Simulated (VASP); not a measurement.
Level of theory: LDA (Ceperley-Alder, Perdew-Zunger), VASP's LDA PAW potentials (set 64) (plane waves; VASP 6.6.1). Each cell was relaxed at this level, without spin-orbit coupling.

Problem. Which of these comes out without a gap?
A. SrO, Fm-3m (225)
B. W, Im-3m (229)
C. InP, F-43m (216)
D. BeS, F-43m (216)

Solution. B, W, Im-3m (229). The others have gaps of 2.83 eV (BeS, F-43m (216)), 3.07 eV (SrO, Fm-3m (225)), 0.60 eV (InP, F-43m (216)).
